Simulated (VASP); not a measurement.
# TaCdSe2Br (P1) in VASP: single point with PBE

Aim: the single point of TaCdSe2Br with PBE.

Everything below comes from runs of VASP 6.6.1. Logs are shortened: lines on timing, memory, paths and dates and some standing lists are left out, and cuts for length are marked.

## (1) The crystal as given

The typed cell holds 10 atoms: a = 3.869 Å, b = 6.638 Å, c = 9.532 Å, α = 89.39°, β = 90.33°, γ = 108.69°.

The cell was built by a generator and needn't be a form met in nature.

## (2) Single point, PBE

INCAR

```
SYSTEM = TaCdSe2Br
PREC = Accurate ; ENCUT = 520
EDIFF = 1E-6 ; ISMEAR = -1
SIGMA = 0.1 ; LREAL = .FALSE.
LASPH = .TRUE. ; NELM = 100
ALGO = Fast ; ISIF = 2
LWAVE = .FALSE. ; LCHARG = .FALSE.
GGA = PE ; NBANDS = 53
```

KPOINTS

```
Automatic mesh
0
Gamma
  5 3 2
  0 0.5 0.5
```

POSCAR

```
TaCdSe2Br
1.0
   -0.0589440000      3.8685650000      0.0102700000
    6.3195020000     -2.0312820000      0.0256240000
    0.1360440000     -0.0280420000     -9.5306680000
Ta Cd Br Se
2 2 2 4
Direct
    0.3338360000      0.5383920000      0.2971510000
    0.7171190000      0.4175110000      0.6927100000
    0.0007350000      0.9910550000      0.0032490000
    0.0039180000      0.0205220000      0.4974070000
    0.3779360000      0.7026770000      0.9337060000
    0.6731610000      0.2729900000      0.0894090000
    0.3626320000      0.7060150000      0.5608840000
    0.6263040000      0.2919050000      0.4376220000
    0.9039620000      0.8133100000      0.2546090000
    0.0936210000      0.1888700000      0.7552120000
```

Potentials or basis: VASP PAW PBE potentials, release 64 (Ta_pv, Cd, Br, Se).

Launch:

```console
> cat potpaw_PBE.64/Ta_pv/POTCAR potpaw_PBE.64/Cd/POTCAR potpaw_PBE.64/Br/POTCAR potpaw_PBE.64/Se/POTCAR > POTCAR
> mpirun -np 1 vasp_std > vasp.out
```

OUTCAR:

```text
SYSTEM = TaCdSe2Br
   PREC = Accurate
   ENCUT = 520
   EDIFF = 1E-6
   ISMEAR = -1
   LREAL = .FALSE.
   LASPH = .TRUE.
   NELM = 100
   ISIF = 2
   GGA = PE

 ion  position               nearest neighbor table
   1  0.334  0.538  0.297-   9 2.40   8 2.62   7 2.75   9 2.86   8 3.01
   2  0.717  0.418  0.693-  10 2.48  10 2.48   8 2.56   7 2.90   7 2.96   4 3.66   4 3.69
   3  0.001  0.991  0.003-   9 2.63   5 2.64  10 2.66   6 2.71   6 2.80   5 2.84
   4  0.004  0.021  0.497-   8 2.57   9 2.67  10 2.68   8 2.71   7 2.75   7 2.91   2 3.66   2 3.69

   5  0.378  0.703  0.934-   3 2.64   3 2.84
   6  0.673  0.273  0.089-   3 2.71   3 2.80
   7  0.363  0.706  0.561-   1 2.75   4 2.75   2 2.90   4 2.91   2 2.96
   8  0.626  0.292  0.438-   2 2.56   4 2.57   1 2.62   4 2.71   1 3.01
   9  0.904  0.813  0.255-   1 2.40   3 2.63   4 2.67   1 2.86
  10  0.094  0.189  0.755-   2 2.48   2 2.48   3 2.66   4 2.68

  LATTYP: Found a triclinic cell.
 ALAT       =     6.6379867943
 B/A-ratio  =     0.5828616084
 C/A-ratio  =     1.4359293660
 COS(alpha) =     0.0058132029
 COS(beta)  =     0.0106285016
 COS(gamma) =     0.3204657860

  Lattice vectors:

 A1 = (   6.3195020000,  -2.0312820000,   0.0256240000)
 A2 = (   0.0589440000,  -3.8685650000,  -0.0102700000)
 A3 = (   0.1360440000,  -0.0280420000,  -9.5306680000)

Analysis of symmetry for initial positions (statically):
=====================================================================
 Subroutine PRICEL returns:
 Original cell was already a primitive cell.

 Routine SETGRP: Setting up the symmetry group for a
 triclinic supercell.

 Subroutine GETGRP returns: Found  1 space group operations
 (whereof  1 operations were pure point group operations)
 out of a pool of  2 trial point group operations.

The static configuration has the point symmetry C_1 .

Analysis of symmetry for dynamics (positions and initial velocities):
=====================================================================
 Subroutine PRICEL returns:
 Original cell was already a primitive cell.

 Routine SETGRP: Setting up the symmetry group for a
 triclinic supercell.

 Subroutine GETGRP returns: Found  1 space group operations
 (whereof  1 operations were pure point group operations)
 out of a pool of  2 trial point group operations.

The dynamic configuration has the point symmetry C_1 .

 Subroutine INISYM returns: Found  1 space group operations
 (whereof  1 operations are pure point group operations),
 and found     1 'primitive' translations

----------------------------------------------------------------------------------------

                                     Primitive cell

  volume of cell :     231.8734

  direct lattice vectors                    reciprocal lattice vectors
    -0.058944000  3.868565000  0.010270000     0.083494659  0.259764827  0.000427527
     6.319502000 -2.031282000  0.025624000     0.159007958  0.002416743  0.002262623
     0.136044000 -0.028042000 -9.530668000     0.000517478  0.000286413 -0.104917896

  length of vectors
     3.869027659  6.637986794  9.531680169     0.272854002  0.159042418  0.104919563

  position of ions in fractional coordinates (direct lattice)
     0.333836000  0.538392000  0.297151000
     0.717119000  0.417511000  0.692710000
     0.000735000  0.991055000  0.003249000
     0.003918000  0.020522000  0.497407000
     0.377936000  0.702677000  0.933706000
     0.673161000  0.272990000  0.089409000
     0.362632000  0.706015000  0.560884000
     0.626304000  0.291905000  0.437622000
     0.903962000  0.813310000  0.254609000
     0.093621000  0.188870000  0.755212000

  ion indices of the primitive-cell ions
   primitive index   ion index
                 1           1
                 2           2
                 3           3
                 4           4
                 5           5
                 6           6
                 7           7
                 8           8
                 9           9
                10          10

----------------------------------------------------------------------------------------

 KPOINTS: Automatic mesh

Automatic generation of k-mesh.
 Grid dimensions read from file:
 generate k-points for:    5    3    2

 Generating k-lattice:

  Cartesian coordinates                     Fractional coordinates (reciprocal lattice)
     0.016698932  0.051952965  0.000085505     0.200000000  0.000000000  0.000000000
     0.053002653  0.000805581  0.000754208    -0.000000000  0.333333333 -0.000000000
     0.000258739  0.000143207 -0.052458948    -0.000000000  0.000000000  0.500000000

  Length of vectors
     0.054570800  0.053014139  0.052459781

  Shift w.r.t. Gamma in fractional coordinates (k-lattice)
     0.000000000  0.500000000  0.500000000

 Subroutine IBZKPT returns following result:
 ===========================================

 Found     15 irreducible k-points:

 Following reciprocal coordinates:
            Coordinates               Weight
 -0.000000  0.166667  0.250000      2.000000
  0.200000  0.166667  0.250000      2.000000
  0.400000  0.166667  0.250000      2.000000
 -0.400000  0.166667  0.250000      2.000000
 -0.200000  0.166667  0.250000      2.000000
 -0.000000  0.500000  0.250000      2.000000
  0.200000  0.500000  0.250000      2.000000
  0.400000  0.500000  0.250000      2.000000
 -0.400000  0.500000  0.250000      2.000000
 -0.200000  0.500000  0.250000      2.000000
 -0.000000 -0.166667  0.250000      2.000000
  0.200000 -0.166667  0.250000      2.000000
  0.400000 -0.166667  0.250000      2.000000
 -0.400000 -0.166667  0.250000      2.000000
 -0.200000 -0.166667  0.250000      2.000000
   k-points           NKPTS =     15   k-points in BZ     NKDIM =     15   number of bands    NBANDS=     53
   number of dos      NEDOS =    301   number of ions     NIONS =     10
   total plane-waves  NPLWV = 108000
   dimension x,y,z NGX =    30 NGY =   50 NGZ =   72
   dimension x,y,z NGXF=    60 NGYF=  100 NGZF=  144
   ions per type =               2   2   2   4
   NGX,Y,Z   is equivalent  to a cutoff of  12.89, 12.52, 12.56 a.u.
   NGXF,Y,Z  is equivalent  to a cutoff of  25.78, 25.04, 25.12 a.u.
 SYSTEM =  TaCdSe2Br
   PREC   = accura    normal or accurate (medium, high low for compatibility)
   ISTART =      0    job   : 0-new  1-cont  2-samecut
   ICHARG =      2    charge: 1-file 2-atom 10-const
   ISPIN  =      1    spin polarized calculation?
   LNONCOLLINEAR =      F non collinear calculations
   LSORBIT =      F    spin-orbit coupling
   LASPH  =      T    aspherical Exc in radial PAW
   ENCUT  =  520.0 eV  38.22 Ry    6.18 a.u.   7.19 12.34 17.72*2*pi/ulx,y,z
   NELM   =    100;   NELMIN=  2; NELMDL= -5     # of ELM steps
   EDIFF  = 0.1E-05   stopping-criterion for ELM
   LREAL  =      F    real-space projection
   EDIFFG = 0.1E-04   stopping-criterion for IOM
   NSW    =      0    number of steps for IOM
   IBRION =     -1    ionic relax: 0-MD 1-quasi-New 2-CG
   NFREE  =      0    steps in history (QN), initial steepest desc. (CG)
   ISIF   =      2    stress and relaxation
   ISYM   =      2    0-nonsym 1-usesym 2-fastsym
   POTIM  = 0.5000    time-step for ionic-motion
   TEBEG  =    0.0;   TEEND  =   0.0 temperature during run
   PSTRESS=    0.0 pullay stress
   NELECT =      84.0000    total number of electrons
   NUPDOWN=      -1.0000    fix difference up-down
   EMIN   =  10.00;   EMAX   =-10.00  energy-range for DOS
   EFERMI =   0.00;   METHOD = LEGACY
   ISMEAR =    -1;   SIGMA  =   0.10  broadening in eV -4-tet -1-fermi 0-gaus
   EFERMI_NEDOS =   21; number of points for ismear=-14 and -15
   IALGO  =     68    algorithm
   IMIX   =      4    mixing-type and parameters
     AMIX     =   0.40;   BMIX     =  1.00
     AMIX_MAG =   1.60;   BMIX_MAG =  1.00
  volume/ion in A,a.u.               =      23.19       156.48
  Fermi-wavevector in a.u.,A,eV,Ry     =   1.167036  2.205378 18.530769  1.361973
  Thomas-Fermi vector in A             =   2.303541
   LORBIT       =      0    0 simple, 1 ext, 2 COOP (PROOUT), +10 PAW based schemes
   GGA     = PE    functional components
   LHFCALC =     F    Hartree Fock is set to
   AEXX    =    0.0000 exact exchange contribution
   IVDW    =     0    specifies the selected vdW correction
   LEPSILON=     F    determine dielectric tensor
   LRPA    =     F    only Hartree local field effects (RPA)
 non-spin polarized calculation
 RMM-DIIS sequential band-by-band and
  energy-cutoff  :      520.00
  volume of cell :      231.87
 maximum number of plane-waves:      6263
 NGX is ok and might be reduce to    30
   NGX = 15   NGY = 25   NGZ = 35

 number of electron      83.9999998 magnetization

 Free energy of the ion-electron system (eV)
  ---------------------------------------------------
  ext. energy  EPLUGINS =         0.00000000
  ---------------------------------------------------
  free energy    TOTEN  =       -44.01564146 eV

  energy without entropy =      -43.72790215  energy(sigma->0) =      -43.87177181

 E-fermi :   4.4841     XC(G=0): -10.0857

 val. band max:        4.4812297964   @ k =  -0.2000  -0.1667   0.2500
 cond. band min:       4.4881622127   @ k =  -0.2000   0.5000   0.2500
 fundamental gap:      0.0069324163
 Fermi energy:         4.4840856794

 k-point     1 :      -0.0000    0.1667    0.2500
  band No.  band energies     occupation
      1     -31.3615      2.00000
      2     -31.3370      2.00000
      3     -31.2348      2.00000
      4     -31.1747      2.00000
      5     -31.1510      2.00000
      6     -31.0305      2.00000
[... 45 lines left out ...]
     52       7.6245      0.00000
     53       7.8264      0.00000
[... 782 lines left out ...]
     52       7.8197      0.00000
     53       8.2715      0.00000

------------------------ aborting loop because EDIFF is reached ----------------------------------------

  FORCE on cell =-STRESS in cart. coord.  units (eV):
  Direction    XX          YY          ZZ          XY          YZ          ZX
  --------------------------------------------------------------------------------------
  -------------------------------------------------------------------------------------
  Total       11.1279734      3.0097767      5.9113616      3.8195561      0.4732266      0.0348801
  in kB       76.8910296     20.7966731     40.8457730     26.3920112      3.2698568      0.2410113
  external PRESSURE =      46.1778253 kB  Pullay stress =       0.0000000 kB

 VOLUME and BASIS-vectors are now :
 -----------------------------------------------------------------------------
  energy-cutoff  :      520.00
  volume of cell :      231.87
      direct lattice vectors                 reciprocal lattice vectors
    -0.058944000  3.868565000  0.010270000     0.083494659  0.259764827  0.000427527
     6.319502000 -2.031282000  0.025624000     0.159007958  0.002416743  0.002262623
     0.136044000 -0.028042000 -9.530668000     0.000517478  0.000286413 -0.104917896

 POSITION                                       TOTAL-FORCE (eV/Angst)
 -----------------------------------------------------------------------------------
      3.42312      0.18951     -2.81482        -0.266642     -1.710815     -0.821829
      2.69043      1.90671     -6.58393         2.373318      0.036694      1.217155
      6.26337     -2.01036     -0.00556        -0.071431      0.482711      0.187262
      0.19713     -0.04048     -4.74005        -0.984497     -0.209778     -0.218999
      4.54532      0.00855     -8.87696        -0.747083     -0.449717      0.472314
      1.69765      2.04714     -0.83822         0.861393     -0.191868     -0.486038
      4.51659     -0.04698     -5.32378        -1.334030     -0.049104     -0.007545
      1.86731      1.81768     -4.15692         1.186626      0.661967      0.348178
      5.12107      1.83783     -2.39647        -0.406523      1.432718      0.031187
      1.29079     -0.04265     -7.19187        -0.611133     -0.002807     -0.721684
 -----------------------------------------------------------------------------------
    total drift:                                0.000384      0.000134     -0.000485

  FREE ENERGIE OF THE ION-ELECTRON SYSTEM (eV)
  ---------------------------------------------------
  free  energy   TOTEN  =       -44.0156414606 eV

  energy  without entropy=      -43.7279021506  energy(sigma->0) =      -43.87177181
```

It took 6.3 min on 1 thread of AMD EPYC 7R43 (Zen 3), shared host; peak memory 0.39 GiB.

What came out:

| Quantity | Value |
| --- | --- |
| Free energy | -44.0156 eV |
| Pressure | 4.6 GPa |
| Largest force | 2.667 eV/Å |
| Band gap on the k mesh | none (metal or under the smearing width) |

Forces on the atoms (eV/Å):
```
Ta  -0.267 -1.711 -0.822
Ta   2.373  0.037  1.217
Cd  -0.071  0.483  0.187
Cd  -0.984 -0.210 -0.219
Br  -0.747 -0.450  0.472
Br   0.861 -0.192 -0.486
Se  -1.334 -0.049 -0.008
Se   1.187  0.662  0.348
Se  -0.407  1.433  0.031
Se  -0.611 -0.003 -0.722
```

Stress tensor (GPa, compression positive):
```
7.69 2.64 0.02
2.64 2.08 0.33
0.02 0.33 4.08
```

Caveat: forces of over 1 eV/Å show positions far from the minimum, so gaps and moduli don't describe the material at rest. Spin-orbit coupling is left out, which matters for the levels of Ta.
